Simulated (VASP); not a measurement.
All values below come from LDA (Ceperley-Alder, Perdew-Zunger) with spin-orbit coupling, VASP's LDA PAW potentials (set 64) (plane waves; VASP).

VASP ran on this input.

File KPOINTS_OPT:
```
k-points along high-symmetry lines
5
Line-mode
Reciprocal
  0.000000   0.000000   0.000000 ! GAMMA
  0.000000   0.500000   0.000000 ! M

  0.000000   0.500000   0.000000 ! M
 -0.333333   0.666667   0.000000 ! K

 -0.333333   0.666667   0.000000 ! K
  0.000000   0.000000   0.000000 ! GAMMA

  0.000000   0.000000   0.000000 ! GAMMA
  0.000000   0.000000   0.500000 ! A

  0.000000   0.000000   0.500000 ! A
  0.000000   0.500000   0.500000 ! L

  0.000000   0.500000   0.500000 ! L
 -0.333333   0.666667   0.500000 ! H

 -0.333333   0.666667   0.500000 ! H
  0.000000   0.000000   0.500000 ! A

  0.000000   0.500000   0.500000 ! L
  0.000000   0.500000   0.000000 ! M

 -0.333333   0.666667   0.500000 ! H
 -0.333333   0.666667   0.000000 ! K
```

**KPOINTS**
```
kpoints
0
G
  6 6 3
0 0 0
```

### POSCAR
```
CdSe
1
    2.1255110323    -3.6814928718     0.0000000000
    2.1255110323     3.6814928718     0.0000000000
    0.0000000000     0.0000000000     6.9347776342
Cd Se
2 2
Direct
  0.6666670000   0.3333330000   0.4999997424
  0.3333330000   0.6666670000   0.9999997424
  0.6666670000   0.3333330000   0.8760002576
  0.3333330000   0.6666670000   0.3760002576
```

**INCAR**
```
ALGO = Normal
EDIFF = 1E-6
ENCUT = 400
GGA_COMPAT = .False.
ISMEAR = 0
LASPH = .True.
LCHARG = .False.
LMAXMIX = 4
LREAL = .False.
LSORBIT = .True.
LWAVE = .False.
MAGMOM = 0 0 0 0 0 0 0 0 0 0 0 0
NELM = 100
PREC = Accurate
SIGMA = 0.05
SYSTEM = CdSe
```

POTCAR, in this order: Cd Se (LDA.64 set). Program: vasp_ncl.

What will the output report for the number of irreducible k-points (NKPTS), number of bands (NBANDS), largest plane-wave count, number of space-group operations, FFT grid (NGX, NGY, NGZ)?

- number of irreducible k-points (NKPTS): 21
- number of bands (NBANDS): 44
- largest plane-wave count: 3962
- number of space-group operations: 12
- FFT grid (NGX, NGY, NGZ): 28 × 28 × 48

The compound is CdSe in the wurtzite structure. It was relaxed first.
